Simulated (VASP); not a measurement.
An input for Ansatz (written as the equivalent of a VASP run, and not itself run):

Ansatz 0.2 input:
```yaml
crystal:
  lattice:
    - [3.0756610, 0.0000000, 0.0000000]
    - [0.0000000, 3.0756610, 0.0000000]
    - [0.0000000, 0.0000000, 3.0756610]
  atoms:
    - { symbol: Mo, position: [0.0000000, 0.0000000, 0.0000000] }
    - { symbol: Si, position: [0.5000000, 0.5000000, 0.5000000] }
kpoints:
  mp_grid: { grid: [11, 11, 11] }
hamiltonian:
  xc: lda
  pseudopotentials: { kind: paw }
scf:
  occupations: { method: methfessel_paxton, width: 0.1 }
  max_iter: 100
relax:
  max_steps: 60
  f_tol: 0.01
  cell: {}
output: { forces: true, stress: true, eigenvalues: true }
```

### Question
Translate this input to VASP (INCAR, KPOINTS, POSCAR, choice of POTCAR).

### Answer
One answer among several that fit: 
### INCAR
```
IBRION = 2
LASPH = .True.   ! aspherical one-centre terms
NELM = 100
SIGMA = 0.1
SYSTEM = SiMo
PREC = Accurate
ENCUT = 400   ! plane-wave cut-off (eV)
LREAL = .False.   ! projection in real space or not
LWAVE = .False.
EDIFFG = -0.01   ! ionic stop
LMAXMIX = 4   ! l cut-off of mixed one-centre charges
ALGO = Normal   ! blocked Davidson
ISIF = 3   ! ions, shape and volume
ISMEAR = 1   ! Methfessel-Paxton
LCHARG = .False.
EDIFF = 1E-6
NSW = 60   ! most ionic steps
```

File KPOINTS:
```
Regular mesh
0
Gamma
11 11 11
0 0 0
```

File POSCAR:
```
SiMo
1
    3.0756610000     0.0000000000     0.0000000000
    0.0000000000     3.0756610000     0.0000000000
    0.0000000000     0.0000000000     3.0756610000
Mo Si
1 1
Direct
  0.0000000000   0.0000000000   0.0000000000
  0.5000000000   0.5000000000   0.5000000000
```

POTCAR, in this order: Mo_sv Si (LDA.64 set). Program: vasp_std.

Limits of the translation: each code has its own PAW files, so the cut-off isn't converted (ENCUT is set for VASP's; basis.ecutwfc is left out, and Ansatz then takes the one that its files recommend); Ansatz stops its SCF on the density residual and VASP on the energy change (EDIFF); Ansatz's lda is the Perdew-Wang form, while the LDA potentials of VASP carry Perdew-Zunger's.

The structure was generated: SiMo was put into the CsCl type (Pm-3m), which need not be its known phase. This run relaxes it. Symmetry was kept, so distortions that lower it aren't found.
